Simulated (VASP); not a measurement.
An input for Quantum ESPRESSO's pw.x (written as the equivalent of a VASP run, and not itself run):

```
&CONTROL
  calculation = 'scf'
  pseudo_dir = './pseudo'
  outdir = './out'
  tprnfor = .true.
  tstress = .true.
/
&SYSTEM
  ibrav = 0
  nat = 2
  ntyp = 2
  ecutwfc = 84
  occupations = 'smearing'
  smearing = 'methfessel-paxton'
  degauss = 0.00735
  input_dft = 'vdw-df-obk8'
/
&ELECTRONS
  conv_thr = 7.3e-09
  electron_maxstep = 100
/
ATOMIC_SPECIES
  Zr 91.224 Zr.upf
  N 14.007 N.upf
CELL_PARAMETERS angstrom
     0.0000000    2.3433150    2.3433150
     2.3433150    0.0000000    2.3433150
     2.3433150    2.3433150    0.0000000
ATOMIC_POSITIONS crystal
  Zr   0.0000000  0.0000000  0.0000000
  N    0.5000000  0.5000000  0.5000000
K_POINTS automatic
  14 14 14 0 0 0
```

Problem. Write the VASP files for the same calculation (optB88-vdW).

Solution. One answer among several that fit: 
File KPOINTS:
```
Automatic
0
gamma
  14 14 14
0 0 0
```

**INCAR**
```
! general
SYSTEM   = ZrN
PREC     = Accurate
ENCUT    = 520
LREAL    = .FALSE.
LASPH    = .TRUE.

! electronic loop
EDIFF    = 1E-7
NELM     = 100
ALGO     = Normal
LMAXMIX  = 4

! smearing
ISMEAR   = 1
SIGMA    = 0.1

! functional
GGA      = BO
LUSE_VDW = .TRUE.
AGGAC    = 0.0
PARAM1   = 0.1833333333
PARAM2   = 0.22

! ions
ISIF     = 2

! output
LWAVE    = .FALSE.
LCHARG   = .FALSE.
```

**POSCAR**
```
ZrN
4.686630
  0.0000000000   0.4999999981   0.4999999981
  0.4999999981   0.0000000000   0.4999999981
  0.4999999981   0.4999999981   0.0000000000
Zr N
1 1
Cartesian
  0.0000000000   0.0000000000   0.0000000000
  0.4999999981   0.4999999981   0.4999999981
```

POTCAR, in this order: Zr_sv N (PBE.64 set). Program: vasp_std.

What does not carry over: the potentials are each code's own (VASP's PAW set, PseudoDojo norm-conserving files in pw.x), so ENCUT and ecutwfc are chosen apart and not converted; conv_thr bounds pw.x's estimated SCF error, while EDIFF bounds the energy change between steps.

The compound is ZrN in the rock salt structure. This cell is one point of a volume scan, at 1.06 of the reference volume.
